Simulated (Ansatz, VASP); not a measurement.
# Cross-check of NiSb (NiSb (P6_3/mmc)) between VASP and Ansatz

Aim: how closely do two programs agree when they are given the same cell, functional and k mesh? The two relaxations start from unlike cells of this crystal (the structure described is Ansatz's start), so only their ends are compared.

Main program and level: Ansatz 0.2.0; plane waves, with VASP 6.6.1 beside it; relaxation of cell and atoms at PBE.

## (1) The starting structure

Symmetry: P6_3/mmc, No. 194, hexagonal system. The conventional cell has a = 3.930 Å, b = 3.930 Å, c = 5.116 Å, α = 90.00°, β = 90.00°, γ = 120.00°. Ni has 2 Ni at 2.56 Å and 6 Sb at 2.60 Å nearest. Sb has 6 Ni at 2.60 Å nearest. Farther neighbours are not listed.

As a file:

```xyz
4
Lattice="3.9297 0.0000 0.0000 -1.9648 3.4032 0.0000 0.0000 0.0000 5.1162" Properties=species:S:1:pos:R:3 pbc="T T T"
Ni    0.0000    0.0000    0.0000
Ni    0.0000    0.0000    2.5581
Sb    0.0000    2.2688    1.2790
Sb    1.9648    1.1344    3.8371
```

## (2) VASP: relaxation of cell and atoms, PBE

The relaxed volume is the usual yardstick between codes: in a stiff, nearly cubic crystal its relative difference is about their pressure difference at one cell divided by the bulk modulus.

Lines of VASP's logs that name or quote its potential files are left out, and so is its time.

File INCAR:

```
SYSTEM = NiSb
PREC = Accurate
ENCUT = 600
EDIFF = 1E-07
NELM = 120
ISMEAR = -1
SIGMA = 0.05
LREAL = .FALSE.
ALGO = Normal
GGA = PE
NBANDS = 21
LASPH = .TRUE.
LORBIT = 11
LWAVE = .FALSE.
LCHARG = .FALSE.
ISIF = 3
IBRION = 2
NSW = 80
EDIFFG = -0.005
GGA_COMPAT = .FALSE.
NELMIN = 4
```

File POSCAR:

```
NiSb
1.0
    3.9696499724      0.0000000000      0.0000000000
   -1.9848249862      3.4378176703      0.0000000000
    0.0000000000      0.0000000000      5.1617591857
Ni Sb
2 2
Direct
    0.0000000000      0.0000000000      0.0000000000
    0.0000000000      0.0000000000      0.5000000977
    0.3333333333      0.6666666667      0.2500000489
    0.6666666667      0.3333333333      0.7499999511
```

File KPOINTS:

```
Automatic mesh
0
Gamma
11 11 8
0 0 0
```

The projector-augmented-wave data sets are Ni and Sb (PBE family, release 64).

On the command line:

```bash
$ mpirun -np 1 vasp_std
```

Numbers of over 12 decimals in the logs are rounded to 6 here.

The log of the run:

```text
[banner, memory and clock lines left out]
running    1 mpi-ranks, on    1 nodes
 distrk:  each k-point on    1 cores,    1 groups
 distr:  one band on    1 cores,    1 groups

 POSCAR found type information on POSCAR NiSb
 POSCAR found :  2 types and       4 ions
 LDA part: xc-table for (Slater+PW92), standard interpolation
 POSCAR, INCAR and KPOINTS ok, starting setup
 FFT: planning ... GRIDC
 FFT: planning ... GRID_SOFT
 FFT: planning ... GRID
 WAVECAR not read
 entering main loop
       N       E                     dE             d eps       ncg     rms          rms(c)
DAV:   1     0.180194954882E+03    0.18019E+03   -0.13677E+04  3360   0.164E+03
DAV:   2    -0.117591576443E+02   -0.19195E+03   -0.18478E+03  3425   0.315E+02
DAV:   3    -0.214981953946E+02   -0.97390E+01   -0.94110E+01  3929   0.872E+01
DAV:   4    -0.217303996704E+02   -0.23220E+00   -0.23141E+00  3785   0.124E+01
DAV:   5    -0.217380081800E+02   -0.76085E-02   -0.76073E-02  4362   0.240E+00    0.130E+01
DAV:   6    -0.245975631440E+02   -0.28596E+01   -0.29839E+01  3741   0.997E+01    0.179E+01
DAV:   7    -0.203383516455E+02    0.42592E+01   -0.11419E+01  3815   0.700E+01    0.339E+00
DAV:   8    -0.203684782510E+02   -0.30127E-01   -0.12092E+00  4869   0.103E+01    0.257E+00
DAV:   9    -0.203153429144E+02    0.53135E-01   -0.21389E-01  3869   0.780E+00    0.492E-01
DAV:  10    -0.203156628420E+02   -0.31993E-03   -0.62266E-03  3777   0.793E-01    0.386E-01
DAV:  11    -0.203154768657E+02    0.18598E-03   -0.73147E-04  3685   0.214E-01    0.961E-02
DAV:  12    -0.203154283656E+02    0.48500E-04   -0.30710E-04  4749   0.279E-01    0.497E-02
DAV:  13    -0.203154260900E+02    0.22756E-05   -0.29969E-05  3727   0.456E-02    0.256E-02
DAV:  14    -0.203154249617E+02    0.11283E-05   -0.47690E-06  3882   0.180E-02    0.372E-03
DAV:  15    -0.203154241127E+02    0.84900E-06   -0.56474E-07  3819   0.739E-03    0.163E-03
DAV:  16    -0.203154242236E+02   -0.11088E-06   -0.34936E-08  2105   0.206E-03    0.946E-04
DAV:  17    -0.203154242368E+02   -0.13184E-07   -0.12828E-08  1955   0.181E-03
   1 F= -.20315424E+02 E0= -.20305638E+02  d E =-.203154E+02
 curvature:   0.00 expect dE= 0.000E+00 dE for cont linesearch  0.000E+00
 trial: gam= 0.00000 g(F)=  0.132E-41 g(S)=  0.112E-04 ort = 0.000E+00 (trialstep = 0.100E+01)
 search vector abs. value=  0.112E-04
 bond charge predicted
       N       E                     dE             d eps       ncg     rms          rms(c)
DAV:   1    -0.203155591804E+02   -0.13496E-03   -0.13285E-03  3945   0.536E-01    0.108E-01
DAV:   2    -0.203158493516E+02   -0.29017E-03   -0.25733E-03  3848   0.954E-01    0.178E-01
DAV:   3    -0.203154333492E+02    0.41600E-03   -0.12259E-03  3838   0.683E-01    0.191E-02
DAV:   4    -0.203154290234E+02    0.43258E-05   -0.33881E-05  3470   0.441E-02    0.693E-03
DAV:   5    -0.203154285412E+02    0.48229E-06   -0.19512E-06  4349   0.236E-02    0.181E-03
DAV:   6    -0.203154287052E+02   -0.16408E-06   -0.26092E-07  3157   0.412E-03    0.788E-04
DAV:   7    -0.203154287030E+02    0.22656E-08   -0.11032E-08  1805   0.134E-03
   2 F= -.20315429E+02 E0= -.20305607E+02  d E =-.446616E-05
 trial-energy change:   -0.000004  1 .order   -0.000006   -0.000011   -0.000000
 step:   1.0382(harm=  1.0382)  dis= 0.00000  next Energy=   -20.315430 (dE=-0.584E-05)
 reached required accuracy - stopping structural energy minimisation
```

From OUTCAR (step 2):

```text
ion  position               nearest neighbor table
   1  0.000  0.000  0.000-   2 2.58   2 2.58   3 2.63   4 2.63   4 2.63   3 2.63   4 2.63   3 2.63

  LATTYP: Found a hexagonal cell.
 ALAT       =     3.9696499724
 C/A-ratio  =     1.3003058762

 Subroutine GETGRP returns: Found 24 space group operations
 (whereof 12 operations were pure point group operations)

The static configuration has the point symmetry D_3d.
 The point group associated with its full space group is D_6h.

 Found     80 irreducible k-points:

   k-points           NKPTS =     80   k-points in BZ     NKDIM =     80   number of bands    NBANDS=     21

   dimension x,y,z NGX =    32 NGY =   32 NGZ =   42
   dimension x,y,z NGXF=    64 NGYF=   64 NGZF=   84

   ENCUT  =  600.0 eV  44.10 Ry    6.64 a.u.   7.93  7.93 10.31*2*pi/ulx,y,z

   NELECT =      30.0000    total number of electrons

 k-points in reciprocal lattice and weights: Automatic mesh
   0.00000000  0.00000000  0.00000000       0.001
   0.09090909  0.00000000  0.00000000       0.006
   0.18181818  0.00000000  0.00000000       0.006
   0.27272727  0.00000000  0.00000000       0.006
   0.36363636  0.00000000  0.00000000       0.006
   0.45454545  0.00000000  0.00000000       0.006
   0.09090909  0.09090909  0.00000000       0.006
   0.18181818  0.09090909  0.00000000       0.012
   0.27272727  0.09090909  0.00000000       0.012
[...]
0.27272727  0.27272727  0.50000000       0.006
   0.36363636  0.27272727  0.50000000       0.006

 average (electrostatic) potential at core
       1 -81.8292       2 -81.8292       3 -83.4082       4 -83.4082

 E-fermi :   9.6135

 k-point     1 :       0.0000    0.0000    0.0000
  band No.  band energies     occupation
    ...
      9       7.6045      2.00000
     10       7.6045      2.00000
     11       8.3549      2.00000
     12       8.3549      2.00000
     13       9.6075      1.05988
     14      10.1915      0.00002
     15      10.1915      0.00002
     16      12.0241      0.00000
     17      12.0241      0.00000
     18      12.7193      0.00000
    ...

 k-point     2 :       0.0909    0.0000    0.0000
  band No.  band energies     occupation
    ...
     10       7.6228      2.00000
     11       8.3491      2.00000
     12       8.3555      2.00000
     13       9.4363      1.94386
     14       9.5763      1.35571
     15       9.8330      0.02451
     16      11.5084      0.00000
     17      12.3505      0.00000
     18      13.3800      0.00000
     19      13.6918      0.00000
    ...

 k-point     3 :       0.1818    0.0000    0.0000
  band No.  band energies     occupation
    ...
     11       8.3348      2.00000
     12       8.3572      2.00000
     13       8.4039      2.00000
     14       9.1707      1.99972
     15       9.4705      1.89178
     16      10.8937      0.00000
     17      12.7949      0.00000
     18      12.8706      0.00000
     19      14.1918      0.00000
     20      15.3404      0.00000
    ...

  Total       -0.0008231     -0.0008231     -0.0129455      0.0000000     -0.0000000      0.0000000
  in kB       -0.0187137     -0.0187137     -0.2943071      0.0000000     -0.0000000      0.0000000
  external PRESSURE =      -0.1105782 kB  Pullay stress =       0.0000000 kB

  energy-cutoff  :      600.00
  volume of cell :       70.47
      direct lattice vectors                 reciprocal lattice vectors
     3.970667847 -0.000000000 -0.000000000     0.251846802  0.145403821 -0.000000000
    -1.985333924  3.438699176  0.000000000     0.000000000  0.290807642 -0.000000000
     0.000000000  0.000000000  5.161425728     0.000000000  0.000000000  0.193744917

 POSITION                                       TOTAL-FORCE (eV/Angst)
 -----------------------------------------------------------------------------------
      0.00000      0.00000      0.00000        -0.000000     -0.000000      0.000000
      0.00000      0.00000      2.58071        -0.000000     -0.000000      0.000000
     -0.00000      2.29247      1.29036        -0.000000      0.000000     -0.000000
      1.98533      1.14623      3.87107         0.000000     -0.000000      0.000000
 -----------------------------------------------------------------------------------
    total drift:                               -0.000000     -0.000000     -0.000016

  FREE ENERGIE OF THE ION-ELECTRON SYSTEM (eV)
  ---------------------------------------------------
  free  energy   TOTEN  =       -20.3154287030 eV

  energy  without entropy=      -20.2957850317  energy(sigma->0) =      -20.30560687

 reached required accuracy - stopping structural energy minimisation

 total charge
# of ion       s       p       d       tot
------------------------------------------
    1        0.439   0.460   8.451   9.350
    2        0.439   0.460   8.451   9.350
    3        1.135   1.204   0.071   2.410
    4        1.135   1.204   0.071   2.410
--------------------------------------------------
tot          3.148   3.328  17.044  23.520

[... 3 further parts left out ...]
```

CONTCAR:

```
NiSb
   1.00000000000000
     3.9706678473098767   -0.0000000000000000   -0.0000000000000000
    -1.9853339236549383    3.4386991757914189    0.0000000000000000
     0.0000000000000000    0.0000000000000000    5.1614257277180604
  Ni              Sb
     2     2
Direct
     0.0000000000000000    0.0000000000000000    0.0000000000000000
     0.0000000000000000    0.0000000000000000    0.5000000977000028
     0.3333333332999970    0.6666666667000030    0.2500000488999987
     0.6666666667000030    0.3333333332999970    0.7499999511000013
```

## (3) Ansatz: relaxation of cell and atoms, PBE

Ansatz runs on its default PAW (the set named soft_2) files.

Its own start cell and the same functional, mesh and smearing now go to Ansatz.

File input.yaml:

```yaml
crystal:
  lattice:
    - [3.9296698, 0.0, 0.0]
    - [-1.9648349, 3.4031938, 0.0]
    - [0.0, 0.0, 5.1161872]
  atoms:
    - { symbol: Ni, position: [0.0, 0.0, 0.0] }
    - { symbol: Ni, position: [0.0, 0.0, 0.5] }
    - { symbol: Sb, position: [0.33333333, 0.66666667, 0.25] }
    - { symbol: Sb, position: [0.66666667, 0.33333333, 0.75] }
basis:
  ecutwfc: 420
  xc_grid: 2
hamiltonian:
  xc: pbe
kpoints:
  mp_grid: { grid: [11, 11, 8] }
scf:
  occupations: { method: fermi_dirac, width: 0.05 }
  max_iter: 150
output:
  forces: true
  stress: true
relax:
  f_tol: 0.01
  max_steps: 60
  cell: {}
checkpoint:
  write: "../pbe.run"
  compress: false
  write_wavefunctions: false
  write_every: 100000
```

On the command line:

```bash
$ ansatz run input.yaml --threads 1 --pin off --max-ram 2355MiB --backend cpu --events-out ev --progress --plain --runs-dir out
```

The log of the run:

```text
Engine: ansatz 0.2.0, aarch64-unknown-linux-gnu
Pseudopotentials: kind: paw
Pseudopotential: Ni, paw, valence charge 18, recommended cutoff 420 eV (normal), Ni.paw.azcp
Pseudopotential: Sb, paw, valence charge 15, recommended cutoff 420 eV (normal), Sb.paw.azcp
Functional definition: PBE
  parameter kappa = 0.804
  parameter beta = 0.066725
  exchange = pbe_x(kappa = kappa, mu = beta*pi^2/3)
  correlation = pbe_c(beta = beta)
Crystal: 4 atoms, lattice volume = 68.421 Å³
Basis set: ecut = 420 eV, 1385 PW (Γ), exchange–correlation on 54×54×72 points (8 copies of the dense FFT grid, shifted against one another)
Bands: 40, of which v1, the nominal top of the filled ones, is band 33 counted from 1 (32 counted from 0)
Symmetry: 24 space group operations
Space group: P63/mmc (ITA 194), of the structure as read, at distance tolerance 4.1e-5 Å
k-points: 80 of 968
Non-local potential: Ni, projectors of the file, l = 0: 3, l = 1: 2, l = 2: 3, l = 3: 1
Non-local potential: Sb, projectors of the file, l = 0: 2, l = 1: 2, l = 2: 2, l = 3: 2
PAW form: soft (Blöchl's): semilocal exchange-correlation on the pseudo side does not see the compensation charge
PAW one-centre angular grid: Ni, 590 points (default); XC on 64 Gauss nodes
PAW one-centre angular grid: Sb, 590 points (default); XC on 64 Gauss nodes
Initial density: superposition of atomic densities (neutral atoms: chi_scale 0, normalization atom), corrected by the library's trained network
Initial wavefunctions: pseudopotential atomic-orbital guess
Functional: x = pbe(κ = 0.804, μ = 0.219515), c = pbe(β = 0.066725)
SCF iter   1: F=—  HF=-24649.437882 eV  |F-HF|=—  |Δ(HF+E_count)|=         —  Δρ=5.30e-3  dr2=1.09e-2  ethr=1.77e-3  ⟨swp⟩=6.6  Hψ=12823  notcnv=0  defer=3
preconditioner: auto → Kerker (q_TF=auto, 2.712 Å⁻¹)  [metal: Δε(μ)=0.064 eV  Ē_g=18.162 eV  σ=0.050 eV  W_gap=0.31  n_scr=22 (ndim 8)  ℏωp=31.7 eV  f_vac=0.006  D(μ)=2.00/eV (n_scr^D=20)]
SCF iter   2: F=—  HF=-24649.436903 eV  |F-HF|=—  |Δ(HF+E_count)|=   9.78e-4  Δρ=1.80e-3  dr2=1.35e-3  ethr=1.65e-5  ⟨swp⟩=2.0  Hψ=5617  notcnv=0  defer=34
SCF iter   3: F=—  HF=-24649.436859 eV  |F-HF|=—  |Δ(HF+E_count)|=   4.39e-5  Δρ=6.80e-4  dr2=3.24e-4  ethr=2.04e-6  ⟨swp⟩=1.1  Hψ=3147  notcnv=0  defer=34
SCF iter   4: F=—  HF=-24649.436855 eV  |F-HF|=—  |Δ(HF+E_count)|=   4.38e-6  Δρ=1.30e-4  dr2=1.60e-5  ethr=4.91e-7  ⟨swp⟩=1.4  Hψ=3274  notcnv=0  defer=34
SCF iter   5: F=—  HF=-24649.436845 eV  |F-HF|=—  |Δ(HF+E_count)|=   9.67e-6  Δρ=4.76e-5  dr2=9.62e-7  ethr=2.42e-8  ⟨swp⟩=2.0  Hψ=4279  notcnv=0  defer=34
SCF iter   6: F=-24649.436845 eV  HF=-24649.436845 eV  |F-HF|=4.75e-8  |Δ(HF+E_count)|=   1.03e-7  Δρ=1.01e-5  dr2=8.55e-8  ethr=1.52e-10  ⟨swp⟩=5.0  Hψ=12810  notcnv=0
SCF 1 converged in 6 iterations: F = -24649.436845 eV  dr2 = 8.55e-8
  greatest PAW one-centre occupation: 1.001 electrons in one spin orbital (limit 2), on the Ni atom at site 0 (counted from 0), in its partial waves of l = 1
relax step   1: F+E_penalty+E_count = -24649.43684503 eV  Δ(F+E_penalty+E_count) = +0.000e0 eV  max|allowed force component| = 6.476e-17 eV/Å  Δτ_max = 0.0000 Å  P = +3.731 GPa  Ω = 68.421 Å³  (6 SCF iters, dr2 threshold 1.00e-7 eV, accepted)
[...]
relax step   2: F+E_penalty+E_count = -24649.45964886 eV  Δ(F+E_penalty+E_count) = -2.280e-2 eV  max|allowed force component| = 8.095e-18 eV/Å  Δτ_max = 0.0000 Å  P = -0.553 GPa  Ω = 70.937 Å³  energy of the carried Pulay correction = -1.004e-3 eV  (7 SCF iters, dr2 threshold 4.00e-7 eV, accepted)
[...]
relax step   3: F+E_penalty+E_count = -24649.46047330 eV  Δ(F+E_penalty+E_count) = -8.244e-4 eV  max|allowed force component| = 9.252e-18 eV/Å  Δτ_max = 0.0000 Å  P = -0.032 GPa  Ω = 70.600 Å³  energy of the carried Pulay correction = -8.712e-4 eV  (6 SCF iters, dr2 threshold 4.00e-7 eV, accepted)
[...]
relax step   4: F+E_penalty+E_count = -24649.46048828 eV  Δ(F+E_penalty+E_count) = -1.497e-5 eV  max|allowed force component| = 1.850e-17 eV/Å  Δτ_max = 0.0000 Å  P = -0.001 GPa  Ω = 70.580 Å³  energy of the carried Pulay correction = -8.636e-4 eV  (6 SCF iters, dr2 threshold 6.78e-9 eV, accepted)
[...]
relax step   5: F+E_penalty+E_count = -24649.46126150 eV  Δ(F+E_penalty+E_count) = -7.732e-4 eV  max|allowed force component| = 2.776e-17 eV/Å  Δτ_max = 0.0000 Å  P = -0.014 GPa  Ω = 70.580 Å³  stress off target by 1.57e-2 GPa  SCF on the basis re-selected at this cell (its energy is not comparable with the rows above)  (6 SCF iters)
basis re-selected at this cell: Δ(F+E_penalty+E_count) = -7.732e-4 eV, ΔP = -0.012 GPa vs the last step (what re-selecting the basis moved, of the pressure what is left beyond the Pulay correction that the steps carried, after the strain that the cell walked since its last selection, with what the two solves' SCF thresholds leave and, on support functions, any second-order correction that the steps lacked; it is no m [...]
SCF converged after 6 iterations
Free energy (F): -24649.461262 eV
Harris-Foulkes:  -24649.461262 eV  (|F-HF|=1.46e-11)
Internal energy: -24649.441057 eV  (E = F + TS)
E sigma→0 (E₀):  -24649.451159 eV
Entropy (-TS):   -0.020204 eV (-5.051 meV/atom)
Fermi energy:    14.691604 eV
--- Per-component energies (eV) ---
  E_band       = -896.914010
  E_kinetic    = 985.836078
  E_local      = -11217.501548  (includes V_loc(G=0)·N_el)
  E_nonlocal   = 2007.667052
  E_hartree    = 4901.379576
  E_xc         = -447.421027
  E_vxc        = -412.744244  (∫ρ·V_xc dr)
  E_paw        = -12423.122554  (= ΣΔE_a)
  E_vpaw       = -2062.931667  (= ΣTr[D̂ρ^β])
  E_aug_tail   = 0.001028  (compensation charges beyond the density's cutoff)
  E_ewald      = -8456.279662
  E_smearing   = -0.020204  (= −TS)
  E_closure    = -0.000000  (closes the sum)
  Σ components = -24649.461262   (vs F -24649.461262, Δ=0.00e0)
--- Forces (eV/Å), atoms counted from 1 ---
  atom   1  Ni    -0.00000000    -0.00000000    -0.00000000
  atom   2  Ni    -0.00000000    -0.00000000     0.00000000
  atom   3  Sb    -0.00000000     0.00000000     0.00000000
  atom   4  Sb     0.00000000    -0.00000000    -0.00000000
  max |Σ_I F_I| component: 6.94e-18 eV/Å
--- Stress (GPa, compression-positive) ---
       -0.012622      -0.000000       0.000000
        0.000000      -0.012622       0.000000
        0.000000       0.000000      -0.015675
  P = ⅓ Tr σ = -0.0136 GPa (-0.136 kbar)
--- Relaxed structure (4 steps of the walk, 4 accepted, 1 SCFs on fresh bases) ---
  F+E_penalty+E_count = -24649.46126150 eV   max|allowed force component| = 2.776e-17 eV/Å   (the final SCF, on the basis selected at the relaxed cell)
  cell:  # Å, volume = 70.5800 Å³
    - [3.974917, 0, 0]
    - [-1.987459, 3.442379, 1.2417168583545027e-18]
    - [0, 1.8667334861944863e-18, 5.158162]
  atoms:
    - { symbol: Ni, position: [0, 0, 0] }
    - { symbol: Ni, position: [0, 0, 0.5] }
    - { symbol: Sb, position: [0.333333, 0.666667, 0.25] }
    - { symbol: Sb, position: [0.666667, 0.333333, 0.75] }
```

## (4) Side by side

Known differences besides the potentials themselves: the data sets hold 66 valence electrons in Ansatz (on its default PAW (the set named soft_2) files) and 30 in VASP; the cutoff is 420 eV in Ansatz and 600 eV in VASP; Ansatz adds a Pulay correction to the stress that steers its cell, VASP none. Total energies have different zeros and are not compared.

Both answers:

| quantity | Ansatz | VASP | difference |
| --- | --- | --- | --- |
| volume (Å³) | 70.58 | 70.47 | +0.15 % |
| edge a after relaxation, in the typed setting (Å) | 3.975 | 3.971 | +0.11 % |
| edge c after relaxation, in the typed setting (Å) | 5.158 | 5.161 | -0.06 % |

## (5) Outcome

```json
{"difference in volume (relaxation of cell and atoms, PBE)": "0.15 %"}
```

What this shows: The difference in volume is 0.15 % (relaxation of cell and atoms, PBE), within the 1.2 % picked in this series as the mark of a large difference, as far as the stopping tolerances let one tell. The data sets hold unlike numbers of valence electrons (66 in Ansatz and 30 in VASP), so part of the differences comes from the potentials. Such differences can come from data sets, numerical settings and the points named under the comparisons, not from the functional's error against experiment.

[Lines on the potential files, build, host, timing and source positions are cut from VASP's logs without a mark.]

[Logs are printed without paths, hosts, clocks, repeated set-up lines and the standing remarks that a program may print on its own settings, such as how far it seeks lower states.]

[Hosts, paths, dates, database ids (printed as entryN), source tags and the programs' standing remarks are cut or masked in the printed files.]
